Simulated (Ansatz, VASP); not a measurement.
## Hf29Ga24N24O58 (amorphous HfO2 against GaN(10-10), 11.8 A) in two plane-wave programs

Wanted: the spread between two codes on one cell, functional and k mesh. The cell is taken from a series of runs on this material, whose earlier steps may have relaxed, scaled, displaced or heated it; both programs get it as it stands.

Method: plane waves, with VASP 6.6.1 beside it; single point at PBE, in Ansatz 0.2.0.

### 1. Starting point

The cell holds 135 atoms: 24 Ga, 24 N, 29 Hf and 58 O. Cell: a = 10.460 Å, b = 9.630 Å, c = 17.379 Å, α = 90.0°, β = 90.0°, γ = 90.0°. It derives from GaN (4 planes of wurtzite GaN(10-10)). A slab of 4 planes of wurtzite GaN(10-10) (starting lattice constant a = 3.21 A, c = 5.23 A), 10.46 x 9.63 A in plane. 87 atoms (29 Hf, 58 O) packed at random between the slab and its periodic image at 8.5 g/cm^3 (a layer of 11.8 A) and pushed apart as soft spheres. Langevin MD at fixed cell with the MACE-MP-0b2 small potential (Batatia et al., arXiv:2401.00096), steps of 2 fs: 0.84 ps at 3200 K with the crystal held, 3200 to 1000 K in 2.4 ps with the crystal held, 1000 to 300 K in 1.2 ps with its inner planes held; soft walls kept the melt out of the crystal while it was held. Then all atoms and the cell's height relaxed. The structure's axis is c.

### 2. VASP: single point, PBE

A single point gives forces, pressure and levels at one fixed geometry, so differences don't come from the geometry; what else differs is listed under the comparison.

Lines of VASP's logs that name or quote its potential files are left out, and so is its time.

The input, INCAR:

```
SYSTEM = Hf29Ga24N24O58
PREC = Accurate
ENCUT = 520
EDIFF = 1E-06
NELM = 120
ISMEAR = -1
SIGMA = 0.025
LREAL = Auto
ALGO = Normal
GGA = PE
NBANDS = 629
LASPH = .TRUE.
LORBIT = 11
LWAVE = .FALSE.
LCHARG = .FALSE.
ISIF = 2
GGA_COMPAT = .FALSE.
EFERMI = MIDGAP
```

The input, POSCAR:

```
Hf29Ga24N24O58
1.0
   10.4600000000      0.0000000000      0.0000000000
    0.0000000000      9.6300000000      0.0000000000
    0.0000000000      0.0000000000     17.3794800000
Ga N Hf O
24 24 29 58
Direct
    0.0227000000      0.9985300000      0.2572200000
    0.2722600000      0.9905900000      0.0478400000
    0.0208500000      0.1538100000      0.0940400000
    0.2714300000      0.1583400000      0.2224600000
    0.0211800000      0.3282800000      0.2568200000
    0.2769600000      0.3010200000      0.0503300000
    0.0162300000      0.4960500000      0.1055800000
    0.2714500000      0.4829500000      0.1968700000
    0.0062200000      0.6634600000      0.2620000000
    0.2540800000      0.6515200000      0.0391800000
    0.0205500000      0.8251000000      0.0930100000
    0.2671400000      0.8176200000      0.2083100000
    0.5236100000      0.9901600000      0.2533500000
    0.7706700000      0.0027900000      0.0500600000
    0.5190700000      0.1652600000      0.1036000000
    0.7718200000      0.1595400000      0.2140700000
    0.5200200000      0.3261000000      0.2697300000
    0.7711300000      0.3367600000      0.0517200000
    0.5152200000      0.4914700000      0.0986500000
    0.7664800000      0.4991700000      0.2194100000
    0.5117000000      0.6610900000      0.2517900000
    0.7581800000      0.6643000000      0.0523100000
    0.5108500000      0.8336000000      0.0946600000
    0.7692500000      0.8298200000      0.1990000000
    0.0931100000      0.9903300000      0.0554400000
    0.3410900000      0.9761400000      0.2680500000
    0.0827400000      0.1653500000      0.2043900000
    0.3349900000      0.1518900000      0.1172100000
    0.0873800000      0.3342000000      0.0498400000
    0.3339700000      0.3371400000      0.2661000000
[... 99 atom lines left out ...]
    0.7524100000      0.1005000000      0.4583400000
    0.4558600000      0.9161700000      0.4570200000
    0.2674700000      0.3128500000      0.7647400000
    0.0694600000      0.6301600000      0.3621000000
    0.1837500000      0.0666800000      0.7126900000
    0.8387600000      0.9972300000      0.9554800000
```

The input, KPOINTS:

```
Automatic mesh
0
Gamma
1 1 1
0 0 0
```

Potentials, in the order of the species: Ga_d, N, Hf_pv and O (PBE family, release 64).

Launch:

```sh
> export OMP_NUM_THREADS=3
> mpirun -np 1 vasp_gam
```

Numbers of over 12 decimals in the logs are rounded to 6 here.

The log of the run:

```text
[banner, memory and clock lines left out]
running    1 mpi-ranks, on    1 nodes
[...]
Offloading initialized ...    1 GPUs detected
[...]
LDA part: xc-table for (Slater+PW92), standard interpolation
 POSCAR, INCAR and KPOINTS ok, starting setup
[...]
entering main loop
       N       E                     dE             d eps       ncg     rms          rms(c)
DAV:   1     0.272175944615E+05    0.27218E+05   -0.43754E+05  1266   0.269E+03
DAV:   2     0.587975353946E+04   -0.21338E+05   -0.20402E+05  1258   0.858E+02
DAV:   3    -0.439187122252E+03   -0.63189E+04   -0.59120E+04  1730   0.353E+02
DAV:   4    -0.130396525729E+04   -0.86478E+03   -0.85261E+03  1756   0.132E+02
[...]
DAV:  20    -0.113485314457E+04   -0.93863E-05   -0.10444E-04  1628   0.332E-02    0.654E-03
DAV:  21    -0.113485315174E+04   -0.71681E-05   -0.75519E-05  1348   0.185E-02    0.532E-03
DAV:  22    -0.113485315225E+04   -0.50930E-06   -0.54007E-06  1044   0.939E-03
   1 F= -.11348532E+04 E0= -.11348393E+04  d E =-.276313E-01
```

OUTCAR, selected parts (step 2):

```text
  FREE ENERGIE OF THE ION-ELECTRON SYSTEM (eV)
  ---------------------------------------------------
  free  energy   TOTEN  =     -1134.8531522501 eV

  energy  without entropy=    -1134.8255209433  energy(sigma->0) =    -1134.83933660
```

Harder data sets than Hf_pv exist (the GW ones), and pressures, volumes and forces can shift noticeably with them.

### 3. Ansatz: single point, PBE

Ansatz runs on its default PAW (the set named soft_2) files.

The same cell, functional, mesh and smearing now go to Ansatz, which takes its cutoff from its data sets.

The input, input.yaml:

```yaml
crystal:
  lattice:
    - [10.46, 0.0, 0.0]
    - [0.0, 9.63, 0.0]
    - [0.0, 0.0, 17.37948]
  atoms:
    - { symbol: Ga, position: [0.0227, 0.99853, 0.25722] }
    - { symbol: "N", position: [0.09311, 0.99033, 0.05544] }
    - { symbol: Ga, position: [0.27226, 0.99059, 0.04784] }
    - { symbol: "N", position: [0.34109, 0.97614, 0.26805] }
    - { symbol: Ga, position: [0.02085, 0.15381, 0.09404] }
    - { symbol: "N", position: [0.08274, 0.16535, 0.20439] }
    - { symbol: Ga, position: [0.27143, 0.15834, 0.22246] }
    - { symbol: "N", position: [0.33499, 0.15189, 0.11721] }
    - { symbol: Ga, position: [0.02118, 0.32828, 0.25682] }
    - { symbol: "N", position: [0.08738, 0.3342, 0.04984] }
    - { symbol: Ga, position: [0.27696, 0.30102, 0.05033] }
    - { symbol: "N", position: [0.33397, 0.33714, 0.2661] }
    - { symbol: Ga, position: [0.01623, 0.49605, 0.10558] }
    - { symbol: "N", position: [0.08091, 0.49846, 0.20867] }
    - { symbol: Ga, position: [0.27145, 0.48295, 0.19687] }
    - { symbol: "N", position: [0.32989, 0.4824, 0.09176] }
    - { symbol: Ga, position: [0.00622, 0.66346, 0.262] }
    - { symbol: "N", position: [0.06665, 0.6481, 0.04218] }
    - { symbol: Ga, position: [0.25408, 0.65152, 0.03918] }
    - { symbol: "N", position: [0.3274, 0.64503, 0.25328] }
    - { symbol: Ga, position: [0.02055, 0.8251, 0.09301] }
    - { symbol: "N", position: [0.08022, 0.82433, 0.21015] }
    - { symbol: Ga, position: [0.26714, 0.81762, 0.20831] }
    - { symbol: "N", position: [0.3245, 0.8155, 0.10064] }
    - { symbol: Ga, position: [0.52361, 0.99016, 0.25335] }
    - { symbol: "N", position: [0.58283, 0.00583, 0.04767] }
    - { symbol: Ga, position: [0.77067, 0.00279, 0.05006] }
    - { symbol: "N", position: [0.83676, 0.98726, 0.26] }
    - { symbol: Ga, position: [0.51907, 0.16526, 0.1036] }
    - { symbol: "N", position: [0.58389, 0.16534, 0.20943] }
    - { symbol: Ga, position: [0.77182, 0.15954, 0.21407] }
    - { symbol: "N", position: [0.83327, 0.16995, 0.10388] }
    - { symbol: Ga, position: [0.52002, 0.3261, 0.26973] }
    - { symbol: "N", position: [0.58181, 0.33099, 0.04318] }
    - { symbol: Ga, position: [0.77113, 0.33676, 0.05172] }
    - { symbol: "N", position: [0.83642, 0.32459, 0.27507] }
    - { symbol: Ga, position: [0.51522, 0.49147, 0.09865] }
    - { symbol: "N", position: [0.5807, 0.48976, 0.20977] }
    - { symbol: Ga, position: [0.76648, 0.49917, 0.21941] }
    - { symbol: "N", position: [0.82789, 0.50078, 0.108] }
    - { symbol: Ga, position: [0.5117, 0.66109, 0.25179] }
    - { symbol: "N", position: [0.57199, 0.65824, 0.0428] }
    - { symbol: Ga, position: [0.75818, 0.6643, 0.05231] }
    - { symbol: "N", position: [0.82247, 0.67723, 0.26678] }
    - { symbol: Ga, position: [0.51085, 0.8336, 0.09466] }
    - { symbol: "N", position: [0.58036, 0.82675, 0.19741] }
    - { symbol: Ga, position: [0.76925, 0.82982, 0.199] }
    - { symbol: "N", position: [0.83168, 0.82945, 0.09734] }
    - { symbol: Hf, position: [0.01235, 0.07612, 0.77031] }
    - { symbol: Hf, position: [0.22637, 0.2361, 0.65098] }
    - { symbol: Hf, position: [0.52014, 0.0268, 0.92699] }
    - { symbol: Hf, position: [0.24862, 0.52378, 0.35313] }
    - { symbol: Hf, position: [0.27611, 0.18854, 0.86146] }
    - { symbol: Hf, position: [0.95951, 0.55779, 0.93816] }
    - { symbol: Hf, position: [0.29033, 0.94151, 0.38826] }
    - { symbol: Hf, position: [0.42933, 0.42355, 0.49781] }
    - { symbol: Hf, position: [0.50497, 0.70876, 0.45043] }
    - { symbol: Hf, position: [0.59918, 0.37916, 0.92243] }
    - { symbol: Hf, position: [0.02536, 0.40174, 0.53918] }
    - { symbol: Hf, position: [0.26514, 0.60992, 0.62685] }
    - { symbol: Hf, position: [0.80245, 0.29189, 0.39737] }
    - { symbol: Hf, position: [0.53044, 0.28452, 0.65078] }
    - { symbol: Hf, position: [0.36886, 0.94642, 0.71356] }
    - { symbol: Hf, position: [0.8241, 0.85637, 0.87724] }
    - { symbol: Hf, position: [0.92628, 0.4563, 0.71644] }
    - { symbol: Hf, position: [0.73032, 0.22002, 0.77513] }
    - { symbol: Hf, position: [0.07391, 0.74482, 0.4612] }
    - { symbol: Hf, position: [0.89171, 0.81077, 0.66383] }
    - { symbol: Hf, position: [0.75185, 0.84051, 0.35492] }
    - { symbol: Hf, position: [0.16531, 0.21163, 0.42454] }
    - { symbol: Hf, position: [0.4003, 0.45946, 0.79037] }
    - { symbol: Hf, position: [0.0988, 0.69305, 0.79075] }
    - { symbol: Hf, position: [0.55111, 0.10673, 0.44049] }
    - { symbol: Hf, position: [0.77331, 0.60568, 0.52918] }
    - { symbol: Hf, position: [0.92737, 0.01152, 0.50199] }
    - { symbol: Hf, position: [0.48636, 0.70851, 0.93524] }
    - { symbol: Hf, position: [0.63166, 0.65498, 0.73372] }
    - { symbol: O, position: [0.01295, 0.64524, 0.68796] }
    - { symbol: O, position: [0.60681, 0.2826, 0.37257] }
    - { symbol: O, position: [0.24549, 0.40127, 0.45491] }
    - { symbol: O, position: [0.79119, 0.41046, 0.94796] }
    - { symbol: O, position: [0.31693, 0.62239, 0.93997] }
    - { symbol: O, position: [0.61748, 0.99756, 0.34512] }
    - { symbol: O, position: [0.61808, 0.86118, 0.89312] }
    - { symbol: O, position: [0.27024, 0.80676, 0.65248] }
    - { symbol: O, position: [0.55059, 0.5701, 0.85018] }
    - { symbol: O, position: [0.49968, 0.51514, 0.69099] }
    - { symbol: O, position: [0.43281, 0.52754, 0.39353] }
    - { symbol: O, position: [0.06424, 0.38371, 0.97021] }
    - { symbol: O, position: [0.14238, 0.21751, 0.54596] }
    - { symbol: O, position: [0.92126, 0.86546, 0.40954] }
    - { symbol: O, position: [0.39112, 0.88183, 0.96112] }
    - { symbol: O, position: [0.40009, 0.357, 0.89668] }
    - { symbol: O, position: [0.33516, 0.14257, 0.97229] }
    - { symbol: O, position: [0.1006, 0.11987, 0.86475] }
    - { symbol: O, position: [0.68666, 0.1793, 0.66944] }
    - { symbol: O, position: [0.86819, 0.45246, 0.60001] }
    - { symbol: O, position: [0.12857, 0.05212, 0.34634] }
    - { symbol: O, position: [0.91643, 0.00113, 0.61566] }
    - { symbol: O, position: [0.3889, 0.03596, 0.8245] }
    - { symbol: O, position: [0.53565, 0.29786, 0.76876] }
    - { symbol: O, position: [0.2686, 0.73803, 0.41218] }
    - { symbol: O, position: [0.09516, 0.39418, 0.65129] }
    - { symbol: O, position: [0.34806, 0.38424, 0.6067] }
    - { symbol: O, position: [0.79994, 0.67979, 0.94791] }
    - { symbol: O, position: [0.72591, 0.69509, 0.63291] }
    - { symbol: O, position: [0.74719, 0.44859, 0.75604] }
    - { symbol: O, position: [0.60404, 0.52666, 0.50466] }
    - { symbol: O, position: [0.35282, 0.14298, 0.41589] }
    - { symbol: O, position: [0.58149, 0.72383, 0.34243] }
    - { symbol: O, position: [0.96549, 0.2132, 0.45682] }
    - { symbol: O, position: [0.12248, 0.58808, 0.54041] }
    - { symbol: O, position: [0.51356, 0.81654, 0.73118] }
    - { symbol: O, position: [0.00929, 0.75281, 0.88843] }
    - { symbol: O, position: [0.10705, 0.35543, 0.34822] }
    - { symbol: O, position: [0.9237, 0.25639, 0.74658] }
    - { symbol: O, position: [0.53271, 0.25005, 0.52873] }
    - { symbol: O, position: [0.79501, 0.7498, 0.77002] }
    - { symbol: O, position: [0.82303, 0.03229, 0.80029] }
    - { symbol: O, position: [0.86451, 0.46256, 0.45304] }
    - { symbol: O, position: [0.92444, 0.7612, 0.54516] }
    - { symbol: O, position: [0.69517, 0.767, 0.46517] }
    - { symbol: O, position: [0.00912, 0.51414, 0.82346] }
    - { symbol: O, position: [0.40778, 0.12156, 0.65338] }
    - { symbol: O, position: [0.02338, 0.87157, 0.74988] }
    - { symbol: O, position: [0.38896, 0.62684, 0.5408] }
    - { symbol: O, position: [0.63665, 0.18826, 0.88939] }
    - { symbol: O, position: [0.26557, 0.60115, 0.7556] }
    - { symbol: O, position: [0.12691, 0.94418, 0.4822] }
    - { symbol: O, position: [0.75241, 0.1005, 0.45834] }
    - { symbol: O, position: [0.45586, 0.91617, 0.45702] }
    - { symbol: O, position: [0.26747, 0.31285, 0.76474] }
    - { symbol: O, position: [0.06946, 0.63016, 0.3621] }
    - { symbol: O, position: [0.18375, 0.06668, 0.71269] }
    - { symbol: O, position: [0.83876, 0.99723, 0.95548] }
kpoints:
  mp_grid: { grid: [1, 1, 1] }
hamiltonian:
  xc: pbe
scf:
  occupations: { method: fermi_dirac, width: 0.025 }
output:
  forces: true
```

Launch:

```sh
> ansatz run input.yaml --threads 4 --pin off --max-ram 15872MiB --backend cpu --events-out ev --progress --plain --runs-dir out
```

The log of the run:

```text
Engine: ansatz 0.2.0, aarch64-unknown-linux-gnu
Pseudopotentials: kind: paw
Pseudopotential: Ga, paw, valence charge 13, recommended cutoff 420 eV (normal), Ga.paw.azcp
Pseudopotential: N, paw, valence charge 5, recommended cutoff 420 eV (normal), N.paw.azcp
Pseudopotential: Hf, paw, valence charge 26, recommended cutoff 420 eV (normal), Hf.paw.azcp
Pseudopotential: O, paw, valence charge 6, recommended cutoff 420 eV (normal), O.paw.azcp
Functional definition: PBE
  parameter kappa = 0.804
  parameter beta = 0.066725
  exchange = pbe_x(kappa = kappa, mu = beta*pi^2/3)
  correlation = pbe_c(beta = beta)
Crystal: 135 atoms, lattice volume = 1750.632 Å³
Basis set: ecut = 420 eV, 34261 PW (Γ), exchange–correlation on 144×144×240 points (8 copies of the dense FFT grid, shifted against one another)
Bands: 902, of which v1, the nominal top of the filled ones, is band 767 counted from 1 (766 counted from 0)
Symmetry: 1 space group operations
Space group: P1 (ITA 1), of the structure as read, at distance tolerance 1.2e-4 Å
k-points: 1
Non-local potential: Ga, projectors of the file, l = 0: 2, l = 1: 2, l = 2: 3, l = 3: 1
Non-local potential: N, projectors of the file, l = 0: 2, l = 1: 2, l = 2: 1
Non-local potential: Hf, projectors of the file, l = 0: 3, l = 1: 2, l = 2: 2, l = 3: 3
Non-local potential: O, projectors of the file, l = 0: 2, l = 1: 2, l = 2: 1
PAW form: soft (Blöchl's): semilocal exchange-correlation on the pseudo side does not see the compensation charge
PAW one-centre angular grid: Ga, 590 points (default); XC on 64 Gauss nodes
PAW one-centre angular grid: N, 110 points (default); XC on 64 Gauss nodes
PAW one-centre angular grid: Hf, 590 points (default); XC on 64 Gauss nodes
PAW one-centre angular grid: O, 110 points (default); XC on 64 Gauss nodes
Initial density: superposition of atomic densities (neutral atoms: chi_scale 0, normalization atom), corrected by the library's trained network
Initial wavefunctions: pseudopotential atomic-orbital guess
Functional: x = pbe(κ = 0.804, μ = 0.219515), c = pbe(β = 0.066725)
SCF iter   1: F=—  HF=-588977.643535 eV  |F-HF|=—  |Δ(HF+E_count)|=         —  Δρ=6.37e-3  dr2=4.15e0  ethr=1.77e-3  ⟨swp⟩=6.0  Hψ=2799  notcnv=0  defer=108
preconditioner: auto → Resta (q_TF=auto, 2.669 Å⁻¹)  ε∞=5.2  [insulator: Δε(μ)=0.321 eV  Ē_g=16.655 eV  σ=0.025 eV  W_gap=1.00  n_scr=558 (ndim 8)  ℏωp=34.1 eV  f_vac=0.111  D(μ)=0.26/eV (n_scr^D=0)  ε∞_Penn≈5.2]
SCF iter   2: F=—  HF=-588977.423031 eV  |F-HF|=—  |Δ(HF+E_count)|=   2.21e-1  Δρ=3.93e-3  dr2=1.31e0  ethr=2.71e-4  ⟨swp⟩=2.0  Hψ=1053  notcnv=0  defer=119
preconditioner: auto → LDOS  [insulator: Δε(μ)=0.090 eV  Ē_g=16.689 eV  σ=0.025 eV  W_gap=0.72  n_scr=558 (ndim 8)  ℏωp=34.1 eV  f_vac=0.111  D(μ)=19.40/eV (n_scr^D=90)  ε∞_Penn≈5.2  β→1.0]
SCF iter   3: F=—  HF=-588977.321191 eV  |F-HF|=—  |Δ(HF+E_count)|=   1.02e-1  Δρ=1.32e-3  dr2=4.01e-2  ethr=8.56e-5  ⟨swp⟩=5.0  Hψ=1188  notcnv=0  defer=106
automatic band count: iteration 3 solves 889 bands in place of 902: the levels show a gap, and the empty bands left out lie too high to hold charge; the band table lists the bands solved (type scf.n_extra_bands for more)
SCF iter   4: F=—  HF=-588977.322616 eV  |F-HF|=—  |Δ(HF+E_count)|=   1.42e-3  Δρ=1.05e-3  dr2=2.59e-2  ethr=2.62e-6  ⟨swp⟩=2.0  Hψ=1789  notcnv=0  defer=106
SCF iter   5: F=—  HF=-588977.319050 eV  |F-HF|=—  |Δ(HF+E_count)|=   3.57e-3  Δρ=4.60e-4  dr2=4.71e-3  ethr=1.69e-6  ⟨swp⟩=2.0  Hψ=1536  notcnv=0  defer=106
SCF iter   6: F=—  HF=-588977.318566 eV  |F-HF|=—  |Δ(HF+E_count)|=   4.85e-4  Δρ=1.64e-4  dr2=7.59e-4  ethr=3.07e-7  ⟨swp⟩=2.0  Hψ=1433  notcnv=0  defer=106
SCF iter   7: F=—  HF=-588977.318514 eV  |F-HF|=—  |Δ(HF+E_count)|=   5.15e-5  Δρ=9.36e-5  dr2=2.24e-4  ethr=4.95e-8  ⟨swp⟩=2.0  Hψ=1549  notcnv=0  defer=106
SCF iter   8: F=—  HF=-588977.318574 eV  |F-HF|=—  |Δ(HF+E_count)|=   5.97e-5  Δρ=4.37e-5  dr2=4.50e-5  ethr=1.46e-8  ⟨swp⟩=2.0  Hψ=1549  notcnv=0  defer=106
SCF iter   9: F=—  HF=-588977.320426 eV  |F-HF|=—  |Δ(HF+E_count)|=   1.85e-3  Δρ=2.28e-5  dr2=1.57e-5  ethr=2.93e-9  ⟨swp⟩=2.0  Hψ=1549  notcnv=0  defer=106
SCF iter  10: F=—  HF=-588977.320427 eV  |F-HF|=—  |Δ(HF+E_count)|=   1.89e-7  Δρ=1.37e-5  dr2=4.69e-6  ethr=1.02e-9  ⟨swp⟩=2.0  Hψ=1438  notcnv=0  defer=106
SCF iter  11: F=—  HF=-588977.320427 eV  |F-HF|=—  |Δ(HF+E_count)|=   1.86e-7  Δρ=9.19e-6  dr2=1.96e-6  ethr=3.06e-10  ⟨swp⟩=2.0  Hψ=1523  notcnv=0  defer=106
SCF iter  12: F=—  HF=-588977.320427 eV  |F-HF|=—  |Δ(HF+E_count)|=   2.27e-7  Δρ=4.24e-6  dr2=4.07e-7  ethr=1.28e-10  ⟨swp⟩=2.0  Hψ=1441  notcnv=0  defer=106
SCF iter  13: F=—  HF=-588977.320427 eV  |F-HF|=—  |Δ(HF+E_count)|=   2.95e-8  Δρ=2.24e-6  dr2=1.27e-7  ethr=6.52e-12  ⟨swp⟩=4.0  Hψ=3166  notcnv=0
SCF iter  14: F=-588977.320427 eV  HF=-588977.320427 eV  |F-HF|=2.37e-8  |Δ(HF+E_count)|=   4.19e-9  Δρ=1.27e-6  dr2=3.85e-8  ethr=6.52e-12  ⟨swp⟩=4.0  Hψ=2466  notcnv=0
SCF 1 converged in 14 iterations: F = -588977.320427 eV  dr2 = 3.85e-8
  greatest PAW one-centre occupation: 0.999 electrons in one spin orbital (limit 2), on the Hf atom at site 72 (counted from 0), in its partial waves of l = 0
SCF converged after 14 iterations
Free energy (F): -588977.320427 eV
Harris-Foulkes:  -588977.320427 eV  (|F-HF|=2.37e-8)
Internal energy: -588977.296116 eV  (E = F + TS)
E sigma→0 (E₀):  -588977.308271 eV
Entropy (-TS):   -0.024311 eV (-0.180 meV/atom)
Fermi energy:    13.429822 eV
--- Per-component energies (eV) ---
  E_band       = -3906.682763
  E_kinetic    = 28281.140799
  E_local      = -274410.465584  (includes V_loc(G=0)·N_el)
  E_nonlocal   = -21865.939957
  E_hartree    = 125872.993696
  E_xc         = -16051.530475
  E_vxc        = -16371.868445  (∫ρ·V_xc dr)
  E_paw        = -260961.952337  (= ΣΔE_a)
  E_vpaw       = 28714.320729  (= ΣTr[D̂ρ^β])
  E_aug_tail   = 0.142945  (compensation charges beyond the density's cutoff)
  E_ewald      = -169841.685203
  E_smearing   = -0.024311  (= −TS)
  E_closure    = 0.000000  (closes the sum)
  Σ components = -588977.320427   (vs F -588977.320427, Δ=0.00e0)
--- Forces (eV/Å), atoms counted from 1 ---
  atom   1  Ga    -0.13118203    -0.20626581    -0.61192989
  atom   2  N     -0.07371326    -0.11804578    -0.24895232
  atom   3  Ga    -0.51398210    -0.00545849     0.69733361
  atom   4  N     -0.09139548    -0.14140110     0.76000706
  atom   5  Ga     0.21038833    -0.20334651     0.00766777
  atom   6  N     -0.01715416     0.24365286    -0.01943861
  atom   7  Ga    -0.10476175     0.06861799    -0.24730381
  atom   8  N      0.22348163     0.00986023    -0.11863355
  atom   9  Ga    -0.15894092    -0.21035373    -0.78326102
  atom  10  N      0.38132602    -0.18601945    -0.47485265
  atom  11  Ga    -0.14870276    -0.06952520     0.73339793
  atom  12  N     -0.02368481     0.09950491     0.59786637
  atom  13  Ga     0.26948468    -0.02131586     0.46333610
  atom  14  N     -0.10755783    -0.01500567     0.34908481
  atom  15  Ga     0.15560744    -0.09954037    -0.68866882
  atom  16  N      0.04877577    -0.07329428    -0.42064369
  atom  17  Ga     0.28468713     0.37623014    -0.79162390
  atom  18  N     -0.15804423     0.08936511    -0.55521637
  atom  19  Ga    -0.23651252    -0.05389389     0.66491888
  atom  20  N     -0.04620857    -0.15301020     0.55049308
  atom  21  Ga     0.26960021     0.34599236     0.08287790
  atom  22  N     -0.02880198    -0.05918303     0.26797258
  atom  23  Ga    -0.29594852    -0.06536363    -0.37633182
  atom  24  N      0.08241189    -0.18443783    -0.11304853
[...]
atom 128  O      0.07951284    -0.17214658    -0.43937849
  atom 129  O     -0.13251752     0.17284677     0.11780716
  atom 130  O      0.07956800    -0.22812370     0.45125093
  atom 131  O      0.19302018    -0.04860934     0.28526194
  atom 132  O      0.05644433     0.12031682    -0.23324948
  atom 133  O      0.08992115     0.11728019     0.76214890
  atom 134  O     -0.02102606    -0.02222124    -0.25331121
  atom 135  O      0.05066431    -0.25422358    -0.92611652
  max |Σ_I F_I| component: 9.73e-5 eV/Å
```

[end of part 1 of 2]

[Lines on the potential files, build, host, timing and source positions are cut from VASP's logs without a mark.]

[Logs are printed without paths, hosts, clocks, repeated set-up lines and the standing remarks that a program may print on its own settings, such as how far it seeks lower states.]

[Hosts, paths, dates, database ids (printed as entryN), source tags and the programs' standing remarks are cut or masked in the printed files.]
